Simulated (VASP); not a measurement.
Here is the system:

```yaml
crystal:
  lattice:
    - [2.24154, -3.87354, 0.00000]
    - [2.24154, 3.87354, 0.00000]
    - [0.00000, 0.00000, 4.59391]
  atoms:
    - { symbol: Ga, position: [0.15570, 0.84430, 0.91820] }
    - { symbol: Ga, position: [0.34430, 0.65570, 0.41820] }
    - { symbol: Ga, position: [0.65570, 0.34430, 0.58180] }
    - { symbol: Ga, position: [0.84430, 0.15570, 0.08180] }
```

Level of theory: PBE GGA, VASP's PBE PAW potentials (set 64) (plane waves; VASP). Run with 480 eV cut-off, 8×8×6 Γ-centred mesh, first-order Methfessel-Paxton smearing of 0.10 eV, potentials Ga_d.

### Question
What does the run give for the energy per atom (σ→0), band gap (on the k-mesh) with the smallest direct gap where there is one?

### Answer

| Item | Result |
|---|---|
| band gap (on the k-mesh) | none (metal, semimetal or under 0.01 eV) |
| energy per atom (σ→0) | -2.902 eV/atom |

The compound is Ga in the alpha structure. This cell was strained or had an atom moved on purpose.
